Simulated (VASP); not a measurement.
An input for Quantum ESPRESSO's pw.x (written as the equivalent of a VASP run, and not itself run):

```
&CONTROL
  calculation = 'vc-relax'
  pseudo_dir = './pseudo'
  outdir = './out'
  tprnfor = .true.
  tstress = .true.
  nstep = 60
  forc_conv_thr = 0.00078
/
&SYSTEM
  ibrav = 0
  nat = 4
  ntyp = 2
  ecutwfc = 88
  occupations = 'smearing'
  smearing = 'methfessel-paxton'
  degauss = 0.00735
  input_dft = 'pbesol'
/
&ELECTRONS
  conv_thr = 7.3e-08
  electron_maxstep = 100
/
&IONS
/
&CELL
/
ATOMIC_SPECIES
  Rh 102.906 Rh.upf
  Pd 106.420 Pd.upf
CELL_PARAMETERS angstrom
     0.0064009    3.8173371    3.8173361
     3.8237358    0.0000022    3.8237348
     1.9118690    1.9118690    0.0000000
ATOMIC_POSITIONS crystal
  Rh   0.0000000  0.0000000  0.0000000
  Rh   0.0000000  0.5000000  0.0000000
  Pd   0.5000000  0.0000000  0.0000000
  Pd   0.5000000  0.5000000  0.0000000
K_POINTS automatic
  6 6 12 0 0 0
```

Q: Write the VASP files for the same calculation (PBEsol).

A: One answer among several that fit: 
### KPOINTS
```
Automatic
0
gamma
6 6 12
0 0 0
```

POSCAR:
```
Pd2Rh2
1.0
  0.0064008917   3.8173370990   3.8173361361
  3.8237357513   0.0000022393   3.8237347919
  1.9118689953   1.9118689953   0.0000000000
Rh Pd
2 2
Cart
  0.0000000000   0.0000000000   0.0000000000
  1.9118678757   0.0000011196   1.9118673960
  0.0032004459   1.9086685495   1.9086680681
  1.9150683215   1.9086696692   3.8205354640
```

INCAR:
```
# general
SYSTEM =Pd2Rh2
PREC   =Accurate
ENCUT  =400
LREAL  =.FALSE.
LASPH  =.TRUE.   # aspherical one-centre terms

# electronic loop
EDIFF  =1E-6   # SCF stop (eV)
NELM   =100
ALGO   =Normal
LMAXMIX=4   # l cut-off of mixed one-centre charges

# smearing
ISMEAR =1   # Methfessel-Paxton
SIGMA  =0.1

# functional
GGA    =PS

# ions
IBRION =2   # conjugate gradients
NSW    =60
ISIF   =3   # ions, shape and volume
EDIFFG =-0.02

# output
LWAVE  =.FALSE.
LCHARG =.FALSE.
```

POTCAR, in this order: Rh_pv Pd (PBE.64 set). Program: vasp_std.

Limits of the translation: the potentials are each code's own (VASP's PAW set, PseudoDojo norm-conserving files in pw.x), so ENCUT and ecutwfc are chosen apart and not converted; conv_thr bounds pw.x's estimated SCF error, while EDIFF bounds the energy change between steps; forc_conv_thr acts on force components and is met together with etot_conv_thr.

The structure was generated: Pd2Rh2 was put into an ordered model structure (R-3m), which need not be its known phase. This run relaxes it. Symmetry was kept, so distortions that lower it aren't found. The start is the result of an earlier pass.
